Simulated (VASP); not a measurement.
Data:

```
CELL_PARAMETERS angstrom
      3.65816     0.00000     0.00000
      0.00000     3.65816     0.00000
      0.00000     0.00000     3.65816
ATOMIC_POSITIONS crystal
  Cu 0.00000 0.00000 0.00000
  I  0.50000 0.50000 0.50000
```

All values below come from r2SCAN meta-GGA, VASP's PBE PAW potentials (set 64) (plane waves; VASP 6.6.1). Settings: 400 eV cut-off, 8×8×8 Γ-centred mesh, tetrahedra with Blöchl corrections, potentials Cu I.

Task: Give the energies of bands 2 to 12 at the high-symmetry points, in eV from the Fermi level.

Result: 
```
band      Γ      X      M      R
----  -----  -----  -----  -----
2     -1.93  -6.20  -4.76  -4.31
3     -1.93  -2.31  -4.76  -4.31
4     -1.64  -2.31  -2.01  -4.31
5     -1.64  -1.84  -1.68  -1.40
6     -1.64  -1.54  -1.68  -1.40
7     -1.55  -1.40  -1.57  -0.73
8     -1.55   0.03  -1.41  -0.73
9     -1.55   0.03  -0.29  -0.73
10     0.18   4.09  -0.11   2.18
11     5.95   4.39   7.91   2.18
12     5.95   6.76   7.91   2.18
```

It has no gap at this level: it comes out as a metal or semimetal.

The structure was generated: CuI was put into the CsCl type type (Pm-3m), which need not be its known phase. It was relaxed first, which changed the volume by +12 %.
